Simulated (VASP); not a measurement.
An input for Quantum ESPRESSO's pw.x (written as the equivalent of a VASP run, and not itself run):

```
&CONTROL
  calculation = 'scf'
  pseudo_dir = './pseudo'
  outdir = './out'
  tprnfor = .true.
  tstress = .true.
/
&SYSTEM
  ibrav = 0
  nat = 8
  ntyp = 2
  ecutwfc = 84
  occupations = 'smearing'
  smearing = 'methfessel-paxton'
  degauss = 0.003675
  input_dft = 'pbe'
/
&ELECTRONS
  conv_thr = 7.3e-07
  electron_maxstep = 100
/
ATOMIC_SPECIES
  Ga 69.723 Ga.upf
  N 14.007 N.upf
CELL_PARAMETERS angstrom
     3.1221650    0.0000000    0.0000000
    -1.5610820    2.7038730    0.0000000
     0.0000000    0.0000000   10.2211660
ATOMIC_POSITIONS crystal
  Ga   0.0000000  0.0000000  0.0000000
  Ga   0.0000000  0.0000000  0.5000000
  Ga   0.6666670  0.3333330  0.7501800
  Ga   0.3333330  0.6666670  0.2501800
  N    0.0000000  0.0000000  0.8121600
  N    0.0000000  0.0000000  0.3121600
  N    0.6666670  0.3333330  0.5632900
  N    0.3333330  0.6666670  0.0632900
K_POINTS automatic
  6 6 2 0 0 0
```

Problem. Write the VASP files for the same calculation (PBE).

Solution. One answer among several that fit: 
KPOINTS:
```
Automatic
0
G
6 6 2
```

POSCAR:
```
GaN
1
    3.1221650000     0.0000000000     0.0000000000
   -1.5610820000     2.7038730000     0.0000000000
    0.0000000000     0.0000000000    10.2211660000
Ga N
4 4
Direct
  0.0000000000   0.0000000000   0.0000000000
  0.0000000000   0.0000000000   0.5000000000
  0.6666670000   0.3333330000   0.7501800000
  0.3333330000   0.6666670000   0.2501800000
  0.0000000000   0.0000000000   0.8121600000
  0.0000000000   0.0000000000   0.3121600000
  0.6666670000   0.3333330000   0.5632900000
  0.3333330000   0.6666670000   0.0632900000
```

INCAR:
```
! general
SYSTEM   =  GaN
PREC     =  Accurate
ENCUT    =  400
LREAL    =  .FALSE.
LASPH    =  .TRUE.   ! aspherical one-centre terms

! electronic loop
EDIFF    =  1E-05   ! SCF stop (eV)
NELM     =  100   ! most electronic steps
ALGO     =  Normal   ! blocked Davidson
LMAXMIX  =  4   ! l cut-off of mixed one-centre charges

! smearing
ISMEAR   =  1   ! Methfessel-Paxton
SIGMA    =  0.05   ! width (eV)

! functional
GGA      =  PE   ! PBE

! ions
ISIF     =  2

! output
LWAVE    =  .FALSE.
LCHARG   =  .FALSE.
```

POTCAR, in this order: Ga_d N (PBE.64 set). Program: vasp_std.

Limits of the translation: the potentials are each code's own (VASP's PAW set, PseudoDojo norm-conserving files in pw.x), so ENCUT and ecutwfc are chosen apart and not converted; conv_thr bounds pw.x's estimated SCF error, while EDIFF bounds the energy change between steps.

The structure was generated: GaN was put into an ordered model structure, which need not be its known phase. The cell was not relaxed at this level. The run is one of a series of settings (EDIFF = 1E-05 against the base run), some of them coarse on purpose.
